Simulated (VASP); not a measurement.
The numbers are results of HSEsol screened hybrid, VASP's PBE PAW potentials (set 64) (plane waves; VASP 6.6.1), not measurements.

Input for VASP

INCAR:
```
# general
SYSTEM   = KF
PREC     = Accurate
ENCUT    = 520
LREAL    = .FALSE.
LASPH    = .TRUE.
ISYM     = 3

# electronic loop
EDIFF    = 1E-6
NELM     = 60
ALGO     = Normal

# smearing
ISMEAR   = 0
SIGMA    = 0.05

# functional
GGA      = PS
LHFCALC  = .TRUE.
AEXX     = 0.25
HFSCREEN = 0.2
PRECFOCK = Fast

# ions
ISIF     = 2

# output
LWAVE    = .FALSE.
LCHARG   = .FALSE.
```

KPOINTS:
```
Automatic mesh
0
gamma
6 6 6
```

**POSCAR**
```
KF
3.8709050
  0.0000000000   0.7071067762   0.7071067762
  0.7071067762   0.0000000000   0.7071067762
  0.7071067762   0.7071067762   0.0000000000
K F
1 1
Cartesian
  0.0000000000   0.0000000000   0.0000000000
  0.7071067762   0.7071067762   0.7071067762
```

POTCAR, in this order: K_sv F (PBE.64 set). Program: vasp_std. Read from the step before: WAVECAR.

The run wrote:

OSZICAR:
```
       N       E                     dE             d eps       ncg     rms          rms(c)
DAV:   1    -0.101453569999E+02   -0.10145E+02   -0.19535E-01   388   0.582E+00    0.126E+00
DAV:   2    -0.101456632746E+02   -0.30627E-03   -0.12869E-02   496   0.115E+00    0.684E-01
DAV:   3    -0.101446755256E+02    0.98775E-03   -0.14422E-03   448   0.404E-01    0.345E-01
DAV:   4    -0.101444417387E+02    0.23379E-03   -0.27756E-04   528   0.179E-01    0.179E-01
DAV:   5    -0.101443685363E+02    0.73202E-04   -0.71720E-05   616   0.985E-02    0.975E-02
DAV:   6    -0.101443474845E+02    0.21052E-04   -0.16508E-05   500   0.472E-02    0.554E-02
DAV:   7    -0.101443413536E+02    0.61309E-05   -0.44160E-06   468   0.242E-02    0.326E-02
DAV:   8    -0.101443400383E+02    0.13152E-05   -0.17302E-06   396   0.148E-02    0.197E-02
DAV:   9    -0.101443399732E+02    0.65183E-07   -0.61740E-07   296   0.936E-03
   1 F= -.10144340E+02 E0= -.10144340E+02  d E =-.619173E-19
```

### OUTCAR
```
------------------------ aborting loop because EDIFF is reached ----------------------------------------
  FORCE on cell =-STRESS in cart. coord.  units (eV):
  Direction    XX          YY          ZZ          XY          YZ          ZX
  --------------------------------------------------------------------------------------
  Total       -0.7219922     -0.7219922     -0.7219922     -0.0000000     -0.0000000      0.0000000
  in kB      -28.2046392    -28.2046392    -28.2046392     -0.0000000     -0.0000000      0.0000000
  external PRESSURE =     -28.2046392 kB  Pullay stress =       0.0000000 kB
  volume of cell :       41.01
      direct lattice vectors                 reciprocal lattice vectors
     0.000000000  2.737143156  2.737143156    -0.182672214  0.182672214  0.182672214
     2.737143156  0.000000000  2.737143156     0.182672214 -0.182672214  0.182672214
     2.737143156  2.737143156  0.000000000     0.182672214  0.182672214 -0.182672214
  FREE ENERGIE OF THE ION-ELECTRON SYSTEM (eV)
  ---------------------------------------------------
  free  energy   TOTEN  =       -10.1443399732 eV

  energy  without entropy=      -10.1443399732  energy(sigma->0) =      -10.14433997

  exchange ACFDT corr.  =         0.00000000  see jH, gK, PRB 81, 115126
```
(Selected blocks of OUTCAR.)

The compound is KF in the rock salt structure. This cell is one point of a volume scan, at 1.03 of the reference volume. The cell's shape comes from a PBE relaxation.
